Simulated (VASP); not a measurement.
Here is the system:

```
NaF
1.0
    0.00000     2.28371     2.28371
    2.28371     0.00000     2.28371
    2.28371     2.28371     0.00000
Na F
1 1
Direct
  0.00000   0.00000   0.00000
  0.50000   0.50000   0.50000
```

Method: G0W0 on PBE orbitals, VASP's PBE PAW potentials (set 64) (plane waves; VASP). Numerical set-up: PREC = Normal, 500 eV cut-off, 4×4×4 Γ-centred mesh, Gaussian smearing of 0.010 eV, potentials Na_sv_GW F_GW_new.

The mesh is coarse and the basis finite, so the quasiparticle values are not converged.

NBANDS = 160, ENCUTGW = 200 eV, NOMEGA = 64. The PBE levels (eV) that the step starts from are:

| state | KS energy | filling |
|---|---|---|
| k1 (0.00, 0.00, 0.00), band 5 | -20.41 | 2 |
| k1 (0.00, 0.00, 0.00), band 6 | -1.58 | 2 |
| k1 (0.00, 0.00, 0.00), band 7 | -1.58 | 2 |
| k1 (0.00, 0.00, 0.00), band 8 | -1.58 | 2 |
| k1 (0.00, 0.00, 0.00), band 9 | 4.98 | 0 |
| k1 (0.00, 0.00, 0.00), band 10 | 17.71 | 0 |
| k1 (0.00, 0.00, 0.00), band 11 | 17.71 | 0 |
| k1 (0.00, 0.00, 0.00), band 12 | 17.71 | 0 |
| k2 (0.25, 0.00, 0.00), band 5 | -19.93 | 2 |
| k2 (0.25, 0.00, 0.00), band 6 | -2.52 | 2 |
| k2 (0.25, 0.00, 0.00), band 7 | -1.72 | 2 |
| k2 (0.25, 0.00, 0.00), band 8 | -1.72 | 2 |
| k2 (0.25, 0.00, 0.00), band 9 | 6.89 | 0 |
| k2 (0.25, 0.00, 0.00), band 10 | 13.87 | 0 |
| k2 (0.25, 0.00, 0.00), band 11 | 18.55 | 0 |
| k2 (0.25, 0.00, 0.00), band 12 | 18.55 | 0 |
| k6 (-0.25, 0.25, 0.00), band 5 | -19.80 | 2 |
| k6 (-0.25, 0.25, 0.00), band 6 | -2.83 | 2 |
| k6 (-0.25, 0.25, 0.00), band 7 | -2.17 | 2 |
| k6 (-0.25, 0.25, 0.00), band 8 | -1.85 | 2 |
| k6 (-0.25, 0.25, 0.00), band 9 | 9.13 | 0 |
| k6 (-0.25, 0.25, 0.00), band 10 | 12.60 | 0 |
| k6 (-0.25, 0.25, 0.00), band 11 | 16.03 | 0 |
| k6 (-0.25, 0.25, 0.00), band 12 | 19.50 | 0 |

Q: Give the quasiparticle energies and renormalisation factors Z.

A: 
```
state                            QP energy (eV)     Z
-------------------------------  --------------  ----
k1 (0.00, 0.00, 0.00), band 5            -26.66  0.85
k1 (0.00, 0.00, 0.00), band 6             -4.52  0.80
k1 (0.00, 0.00, 0.00), band 7             -4.52  0.80
k1 (0.00, 0.00, 0.00), band 8             -4.52  0.80
k1 (0.00, 0.00, 0.00), band 9              6.50  0.89
k1 (0.00, 0.00, 0.00), band 10            19.26  0.88
k1 (0.00, 0.00, 0.00), band 11            19.26  0.88
k1 (0.00, 0.00, 0.00), band 12            19.26  0.88
k2 (0.25, 0.00, 0.00), band 5            -25.27  0.81
k2 (0.25, 0.00, 0.00), band 6             -5.60  0.80
k2 (0.25, 0.00, 0.00), band 7             -4.68  0.80
k2 (0.25, 0.00, 0.00), band 8             -4.68  0.80
k2 (0.25, 0.00, 0.00), band 9              8.56  0.88
k2 (0.25, 0.00, 0.00), band 10            15.42  0.87
k2 (0.25, 0.00, 0.00), band 11            20.25  0.87
k2 (0.25, 0.00, 0.00), band 12            20.25  0.87
k6 (-0.25, 0.25, 0.00), band 5           -25.03  0.80
k6 (-0.25, 0.25, 0.00), band 6            -5.99  0.80
k6 (-0.25, 0.25, 0.00), band 7            -5.23  0.80
k6 (-0.25, 0.25, 0.00), band 8            -4.84  0.80
k6 (-0.25, 0.25, 0.00), band 9            10.94  0.87
k6 (-0.25, 0.25, 0.00), band 10           14.22  0.87
k6 (-0.25, 0.25, 0.00), band 11           18.15  0.87
k6 (-0.25, 0.25, 0.00), band 12           21.62  0.86
```
On the mesh the gap opens from 6.56 to 11.02 eV.

The compound is NaF in the rock salt structure. This cell is one point of a volume scan, at 0.96 of the reference volume. The k-mesh is coarse (spacing up to 0.60 per Å, 2π included), so the numbers may not be converged in it.
